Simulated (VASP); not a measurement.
# Sr3TiS (Pm-3m) in VASP: single point with PBE

Aim: the single point of Sr3TiS with PBE.

Program: VASP 6.6.1. These are calculated values, not measurements. Logs are shortened: lines on timing, memory, paths and dates and some standing lists are left out, and cuts for length are marked.

## Step 1: Starting point

Symmetry: Pm-3m, No. 221, cubic system. The conventional cell has a = 5.151 Å, b = 5.151 Å, c = 5.151 Å, α = 90.00°, β = 90.00°, γ = 90.00°. Around Ti (site symmetry m-3m) lie 12 Sr at 3.64 Å. Sr (site symmetry 4/mmm) is surrounded by 2 S at 2.58 Å. S (site symmetry m-3m) has 6 Sr at 2.58 Å as nearest neighbours.

The cell was built by a generator and needn't be a form met in nature.

## Step 2: Single point, PBE

Input file INCAR:

```
PREC = Accurate
ENCUT = 520
EDIFF = 1E-6
ISMEAR = -1
SIGMA = 0.1
LREAL = F
LASPH = T
NELM = 60
ALGO = Normal
ISIF = 2
LWAVE = F
LCHARG = F
GGA = PE
NBANDS = 32
```

Input file KPOINTS:

```
regular mesh
0
Gamma
  7 7 7
```

Input file POSCAR:

```
Sr3TiS
1.0
    5.1509928000      0.0000000000      0.0000000000
    0.0000000000      5.1509928000      0.0000000000
    0.0000000000      0.0000000000      5.1509928000
Ti Sr S
1 3 1
Direct
    0.5000000000      0.5000000000      0.5000000000
    0.5000000000      0.0000000000      0.0000000000
    0.0000000000      0.5000000000      0.0000000000
    0.0000000000      0.0000000000      0.5000000000
    0.0000000000      0.0000000000      0.0000000000
```

Potentials or basis: VASP PAW PBE potentials, release 64 (Ti_sv, Sr_sv, S).

The run is started by

```bash
> cat potpaw_PBE.64/Ti_sv/POTCAR potpaw_PBE.64/Sr_sv/POTCAR potpaw_PBE.64/S/POTCAR > POTCAR
> mpirun -np 1 vasp_std > vasp.out
```

OUTCAR:

```text
PREC = Accurate
   ENCUT = 520
   EDIFF = 1E-6
   ISMEAR = -1
   LREAL = F
   LASPH = T
   NELM = 60
   ISIF = 2
   GGA = PE

 ion  position               nearest neighbor table
   1  0.500  0.500  0.500-   2 3.64   3 3.64   4 3.64   2 3.64   3 3.64   2 3.64   4 3.64   2 3.64
                             3 3.64   4 3.64   3 3.64   4 3.64
   2  0.500  0.000  0.000-   5 2.58   5 2.58   4 3.64   1 3.64   1 3.64   4 3.64   1 3.64   3 3.64
                             1 3.64   3 3.64   4 3.64   3 3.64   4 3.64   3 3.64
   3  0.000  0.500  0.000-   5 2.58   5 2.58   4 3.64   1 3.64   1 3.64   4 3.64   2 3.64   4 3.64
                             2 3.64   4 3.64   1 3.64   2 3.64   1 3.64   2 3.64
   4  0.000  0.000  0.500-   5 2.58   5 2.58   3 3.64   1 3.64   2 3.64   3 3.64   2 3.64   1 3.64
                             3 3.64   3 3.64   1 3.64   2 3.64   2 3.64   1 3.64
   5  0.000  0.000  0.000-   2 2.58   3 2.58   4 2.58   4 2.58   3 2.58   2 2.58

  LATTYP: Found a simple cubic cell.
 ALAT       =     5.1509928000

  Lattice vectors:

 A1 = (   5.1509928000,   0.0000000000,   0.0000000000)
 A2 = (   0.0000000000,   5.1509928000,   0.0000000000)
 A3 = (   0.0000000000,   0.0000000000,   5.1509928000)

Analysis of symmetry for initial positions (statically):
=====================================================================
 Subroutine PRICEL returns:
 Original cell was already a primitive cell.

 Routine SETGRP: Setting up the symmetry group for a
 simple cubic supercell.

 Subroutine GETGRP returns: Found 48 space group operations
 (whereof 48 operations were pure point group operations)
 out of a pool of 48 trial point group operations.

The static configuration has the point symmetry O_h .

Analysis of symmetry for dynamics (positions and initial velocities):
=====================================================================
 Subroutine PRICEL returns:
 Original cell was already a primitive cell.

 Routine SETGRP: Setting up the symmetry group for a
 simple cubic supercell.

 Subroutine GETGRP returns: Found 48 space group operations
 (whereof 48 operations were pure point group operations)
 out of a pool of 48 trial point group operations.

The dynamic configuration has the point symmetry O_h .

 Subroutine INISYM returns: Found 48 space group operations
 (whereof 48 operations are pure point group operations),
 and found     1 'primitive' translations

----------------------------------------------------------------------------------------

                                     Primitive cell

  volume of cell :     136.6699

  direct lattice vectors                    reciprocal lattice vectors
     5.150992800  0.000000000  0.000000000     0.194137332  0.000000000  0.000000000
     0.000000000  5.150992800  0.000000000     0.000000000  0.194137332  0.000000000
     0.000000000  0.000000000  5.150992800     0.000000000  0.000000000  0.194137332

  length of vectors
     5.150992800  5.150992800  5.150992800     0.194137332  0.194137332  0.194137332

  position of ions in fractional coordinates (direct lattice)
     0.500000000  0.500000000  0.500000000
     0.500000000  0.000000000  0.000000000
     0.000000000  0.500000000  0.000000000
     0.000000000  0.000000000  0.500000000
     0.000000000  0.000000000  0.000000000

  ion indices of the primitive-cell ions
   primitive index   ion index
                 1           1
                 2           2
                 3           3
                 4           4
                 5           5

----------------------------------------------------------------------------------------

 KPOINTS: regular mesh

Automatic generation of k-mesh.
 Grid dimensions read from file:
 generate k-points for:    7    7    7

 Generating k-lattice:

  Cartesian coordinates                     Fractional coordinates (reciprocal lattice)
     0.027733905  0.000000000  0.000000000     0.142857143  0.000000000  0.000000000
     0.000000000  0.027733905  0.000000000     0.000000000  0.142857143  0.000000000
     0.000000000  0.000000000  0.027733905     0.000000000  0.000000000  0.142857143

  Length of vectors
     0.027733905  0.027733905  0.027733905

  Shift w.r.t. Gamma in fractional coordinates (k-lattice)
     0.000000000  0.000000000  0.000000000

 Subroutine IBZKPT returns following result:
 ===========================================

 Found     20 irreducible k-points:

 Following reciprocal coordinates:
            Coordinates               Weight
  0.000000  0.000000  0.000000      1.000000
  0.142857  0.000000  0.000000      6.000000
  0.285714  0.000000  0.000000      6.000000
  0.428571  0.000000  0.000000      6.000000
  0.142857  0.142857  0.000000     12.000000
  0.285714  0.142857  0.000000     24.000000
[... 12 lines left out ...]
  0.428571  0.428571  0.285714     24.000000
  0.428571  0.428571  0.428571      8.000000
   k-points           NKPTS =     20   k-points in BZ     NKDIM =     20   number of bands    NBANDS=     32
   number of dos      NEDOS =    301   number of ions     NIONS =      5
   total plane-waves  NPLWV =  64000
   dimension x,y,z NGX =    40 NGY =   40 NGZ =   40
   dimension x,y,z NGXF=    80 NGYF=   80 NGZF=   80
   ions per type =               1   3   1
   NGX,Y,Z   is equivalent  to a cutoff of  12.91, 12.91, 12.91 a.u.
   NGXF,Y,Z  is equivalent  to a cutoff of  25.82, 25.82, 25.82 a.u.
 SYSTEM =  unknown system
   PREC   = accura    normal or accurate (medium, high low for compatibility)
   ISTART =      0    job   : 0-new  1-cont  2-samecut
   ICHARG =      2    charge: 1-file 2-atom 10-const
   ISPIN  =      1    spin polarized calculation?
   LNONCOLLINEAR =      F non collinear calculations
   LSORBIT =      F    spin-orbit coupling
   LASPH  =      T    aspherical Exc in radial PAW
   ENCUT  =  520.0 eV  38.22 Ry    6.18 a.u.   9.58  9.58  9.58*2*pi/ulx,y,z
   NELM   =     60;   NELMIN=  2; NELMDL= -5     # of ELM steps
   EDIFF  = 0.1E-05   stopping-criterion for ELM
   LREAL  =      F    real-space projection
   EDIFFG = 0.1E-04   stopping-criterion for IOM
   NSW    =      0    number of steps for IOM
   IBRION =     -1    ionic relax: 0-MD 1-quasi-New 2-CG
   NFREE  =      0    steps in history (QN), initial steepest desc. (CG)
   ISIF   =      2    stress and relaxation
   ISYM   =      2    0-nonsym 1-usesym 2-fastsym
   POTIM  = 0.5000    time-step for ionic-motion
   TEBEG  =    0.0;   TEEND  =   0.0 temperature during run
   PSTRESS=    0.0 pullay stress
   NELECT =      48.0000    total number of electrons
   NUPDOWN=      -1.0000    fix difference up-down
   EMIN   =  10.00;   EMAX   =-10.00  energy-range for DOS
   EFERMI =   0.00;   METHOD = LEGACY
   ISMEAR =    -1;   SIGMA  =   0.10  broadening in eV -4-tet -1-fermi 0-gaus
   EFERMI_NEDOS =   21; number of points for ismear=-14 and -15
   IALGO  =     38    algorithm
   IMIX   =      4    mixing-type and parameters
     AMIX     =   0.40;   BMIX     =  1.00
     AMIX_MAG =   1.60;   BMIX_MAG =  1.00
  volume/ion in A,a.u.               =      27.33       184.46
  Fermi-wavevector in a.u.,A,eV,Ry     =   1.155042  2.182712 18.151820  1.334121
  Thomas-Fermi vector in A             =   2.291673
   LORBIT       =      0    0 simple, 1 ext, 2 COOP (PROOUT), +10 PAW based schemes
   GGA     = PE    functional components
   LHFCALC =     F    Hartree Fock is set to
   AEXX    =    0.0000 exact exchange contribution
   IVDW    =     0    specifies the selected vdW correction
   LEPSILON=     F    determine dielectric tensor
   LRPA    =     F    only Hartree local field effects (RPA)
 non-spin polarized calculation
  energy-cutoff  :      520.00
  volume of cell :      136.67
 maximum number of plane-waves:      3743
 NGX is ok and might be reduce to    40
   NGX = 19   NGY = 19   NGZ = 19

 number of electron      48.0000003 magnetization

 Free energy of the ion-electron system (eV)
  ---------------------------------------------------
  ext. energy  EPLUGINS =         0.00000000
  ---------------------------------------------------
  free energy    TOTEN  =       -15.52481360 eV

  energy without entropy =      -15.17947504  energy(sigma->0) =      -15.35214432

 E-fermi :   4.2612     XC(G=0):  -9.3897

 val. band max:        4.2597209671   @ k =   0.4286   0.2857   0.2857
 cond. band min:       4.2725893748   @ k =   0.2857   0.2857   0.1429
 fundamental gap:      0.0128684077
 Fermi energy:         4.2612445607

 k-point     1 :       0.0000    0.0000    0.0000
  band No.  band energies     occupation
      1     -53.0542      2.00000
      2     -30.8194      2.00000
      3     -30.6793      2.00000
      4     -30.6793      2.00000
      5     -29.3057      2.00000
      6     -29.3057      2.00000
[... 24 lines left out ...]
     31       6.7866      0.00000
     32       7.2108      0.00000

 k-point     2 :       0.1429    0.0000    0.0000
  band No.  band energies     occupation
      1     -53.0542      2.00000
      2     -30.8133      2.00000
      3     -30.6853      2.00000
      4     -30.6793      2.00000
      5     -29.3056      2.00000
      6     -29.3056      2.00000
[... 24 lines left out ...]
     31       6.8431      0.00000
     32       7.2002      0.00000

 k-point     3 :       0.2857    0.0000    0.0000
  band No.  band energies     occupation
      1     -53.0542      2.00000
      2     -30.7969      2.00000
      3     -30.7013      2.00000
      4     -30.6791      2.00000
      5     -29.3056      2.00000
      6     -29.3056      2.00000
[... 24 lines left out ...]
     31       7.0337      0.00000
     32       7.3753      0.00000

 k-point     4 :       0.4286    0.0000    0.0000
  band No.  band energies     occupation
      1     -53.0542      2.00000
      2     -30.7777      2.00000
      3     -30.7202      2.00000
      4     -30.6790      2.00000
      5     -29.3056      2.00000
      6     -29.3056      2.00000
[... 514 lines left out ...]
     31       6.9061      0.00000
     32       7.2767      0.00000

 k-point    19 :       0.4286    0.4286    0.2857
  band No.  band energies     occupation
      1     -53.0541      2.00000
      2     -30.7345      2.00000
      3     -30.7214      2.00000
      4     -30.7158      2.00000
      5     -29.3058      2.00000
      6     -29.3058      2.00000
[... 24 lines left out ...]
     31       7.0513      0.00000
     32       7.3962      0.00000

 k-point    20 :       0.4286    0.4286    0.4286
  band No.  band energies     occupation
      1     -53.0541      2.00000
      2     -30.7281      2.00000
      3     -30.7211      2.00000
      4     -30.7211      2.00000
      5     -29.3059      2.00000
      6     -29.3059      2.00000
[... 24 lines left out ...]
     31       7.3206      0.00000
     32       7.5189      0.00000

------------------------ aborting loop because EDIFF is reached ----------------------------------------

  FORCE on cell =-STRESS in cart. coord.  units (eV):
  Direction    XX          YY          ZZ          XY          YZ          ZX
  --------------------------------------------------------------------------------------
  -------------------------------------------------------------------------------------
  Total       15.2252150     15.2252150     15.2252150     -0.0000000      0.0000000      0.0000000
  in kB      178.4847796    178.4847796    178.4847796     -0.0000000      0.0000000      0.0000000
  external PRESSURE =     178.4847796 kB  Pullay stress =       0.0000000 kB

 VOLUME and BASIS-vectors are now :
 -----------------------------------------------------------------------------
  energy-cutoff  :      520.00
  volume of cell :      136.67
      direct lattice vectors                 reciprocal lattice vectors
     5.150992800  0.000000000  0.000000000     0.194137332  0.000000000  0.000000000
     0.000000000  5.150992800  0.000000000     0.000000000  0.194137332  0.000000000
     0.000000000  0.000000000  5.150992800     0.000000000  0.000000000  0.194137332

 POSITION                                       TOTAL-FORCE (eV/Angst)
 -----------------------------------------------------------------------------------
      2.57550      2.57550      2.57550         0.000000      0.000000      0.000000
      2.57550      0.00000      0.00000         0.000000      0.000000      0.000000
      0.00000      2.57550      0.00000         0.000000      0.000000      0.000000
      0.00000      0.00000      2.57550         0.000000      0.000000      0.000000
      0.00000      0.00000      0.00000         0.000000      0.000000      0.000000
 -----------------------------------------------------------------------------------
    total drift:                                0.000000      0.000000     -0.000000

  FREE ENERGIE OF THE ION-ELECTRON SYSTEM (eV)
  ---------------------------------------------------
  free  energy   TOTEN  =       -15.5248136004 eV

  energy  without entropy=      -15.1794750369  energy(sigma->0) =      -15.35214432
```

Run time: 3.1 min. Hardware: 1 thread of AMD EPYC 7R43 (Zen 3), shared host; peak memory 0.25 GiB.

What came out:

* Free energy: -15.5248 eV
* Pressure: 17.8 GPa
* Band gap on the k mesh: none (metal or under the smearing width)

Caveat: so large a pressure means that the cell lies far from this level's equilibrium, or that cutoff or potentials fall short.
